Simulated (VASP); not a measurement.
These are PBE GGA, VASP's PBE PAW potentials (set 64) (plane waves; VASP) values and carry that method's errors.

VASP input:

**KPOINTS**
```
kpoints
0
gamma
  6 6 6
```

INCAR:
```
SYSTEM = CeO2
PREC = Accurate; ENCUT = 800; LREAL = .FALSE.
LASPH = .TRUE.
EDIFF = 1E-6; NELM = 100; ALGO = Normal
LMAXMIX = 6
ISMEAR = 0; SIGMA = 0.05
GGA = PE
ISIF = 2
LWAVE = .FALSE.; LCHARG = .FALSE.
```

POSCAR:
```
CeO2
1
    0.0000000000     2.7627300000     2.7328950000
    2.7624840000     0.0000000000     2.7328950000
    2.7624840000     2.7627300000     0.0000000000
Ce O
1 2
Direct
  0.0000000000   0.0000000000   0.0000000000
  0.2500000000   0.2500000000   0.2500000000
  0.7356860000   0.7643140000   0.7643140000
```

POTCAR, in this order: Ce O_h (PBE.64 set). Program: vasp_std.

Output

File OSZICAR:
```
       N       E                     dE             d eps       ncg     rms          rms(c)
DAV:   1     0.264595692717E+03    0.26460E+03   -0.15133E+04  2184   0.273E+03
DAV:   2     0.395124645298E+02   -0.22508E+03   -0.21939E+03  3056   0.343E+02
DAV:   3    -0.273460580213E+02   -0.66859E+02   -0.63838E+02  3528   0.180E+02
DAV:   4    -0.314445437119E+02   -0.40985E+01   -0.40982E+01  2616   0.489E+01
DAV:   5    -0.317666146631E+02   -0.32207E+00   -0.32205E+00  3944   0.137E+01    0.278E+01
DAV:   6    -0.303181381442E+02    0.14485E+01   -0.10264E+02  3432   0.579E+01    0.321E+01
DAV:   7    -0.283119208198E+02    0.20062E+01   -0.22945E+02  3888   0.135E+02    0.199E+01
DAV:   8    -0.279250462573E+02    0.38687E+00   -0.57705E+00  2688   0.240E+01    0.143E+01
DAV:   9    -0.263489632103E+02    0.15761E+01   -0.65887E+00  3440   0.218E+01    0.238E+00
DAV:  10    -0.262935579355E+02    0.55405E-01   -0.30605E-01  3808   0.495E+00    0.174E+00
DAV:  11    -0.262476208656E+02    0.45937E-01   -0.74707E-02  3280   0.270E+00    0.142E+00
DAV:  12    -0.262070849413E+02    0.40536E-01   -0.15148E-01  3488   0.373E+00    0.523E-01
DAV:  13    -0.262096611410E+02   -0.25762E-02   -0.15072E-01  3600   0.357E+00    0.742E-01
DAV:  14    -0.262048915529E+02    0.47696E-02   -0.63500E-02  3424   0.231E+00    0.261E-01
DAV:  15    -0.262050530398E+02   -0.16149E-03   -0.56388E-03  3456   0.682E-01    0.128E-01
DAV:  16    -0.262048598201E+02    0.19322E-03   -0.26799E-03  3280   0.508E-01    0.536E-02
DAV:  17    -0.262048656474E+02   -0.58273E-05   -0.47493E-04  3584   0.203E-01    0.259E-02
DAV:  18    -0.262048544161E+02    0.11231E-04   -0.61178E-05  3304   0.757E-02    0.110E-02
DAV:  19    -0.262048550009E+02   -0.58483E-06   -0.63533E-06  3032   0.181E-02
   1 F= -.26204855E+02 E0= -.26204855E+02  d E =-.158075E-11
```

File OUTCAR:
```
------------------------ aborting loop because EDIFF is reached ----------------------------------------
  FORCE on cell =-STRESS in cart. coord.  units (eV):
  Direction    XX          YY          ZZ          XY          YZ          ZX
  --------------------------------------------------------------------------------------
  Total       -1.7482345     -1.8240874     -1.2795970      0.0000000      0.0308507      0.0000000
  in kB      -67.1458403    -70.0591847    -49.1465031      0.0000000      1.1849070      0.0000000
  external PRESSURE =     -62.1171761 kB  Pullay stress =       0.0000000 kB
  volume of cell :       41.71
      direct lattice vectors                 reciprocal lattice vectors
     0.000000000  2.762730000  2.732895000    -0.180996523  0.180980407  0.182956169
     2.762484000  0.000000000  2.732895000     0.180996523 -0.180980407  0.182956169
     2.762484000  2.762730000  0.000000000     0.180996523  0.180980407 -0.182956169
 POSITION                                       TOTAL-FORCE (eV/Angst)
 -----------------------------------------------------------------------------------
      0.00000      0.00000      0.00000         0.214851     -0.000000      0.000000
      1.38124      1.38136      1.36645         0.262969     -0.000000     -0.000000
      4.22281      4.14410      4.09934        -0.477820      0.000000      0.000000
 -----------------------------------------------------------------------------------
    total drift:                               -0.000166     -0.000000     -0.000000
  FREE ENERGIE OF THE ION-ELECTRON SYSTEM (eV)
  ---------------------------------------------------
  free  energy   TOTEN  =       -26.2048550009 eV

  energy  without entropy=      -26.2048550009  energy(sigma->0) =      -26.20485500
```
(Selected blocks of OUTCAR.)

The compound is CeO2 in the fluorite structure. The cell was not relaxed at this level, atoms are displaced from their ideal sites. The run is one of a series of settings (ENCUT = 800, POTCAR Ce O_h (PBE.64 set) against the base run), some of them coarse on purpose. The run is not spin-polarised, so no magnetic state was tried.
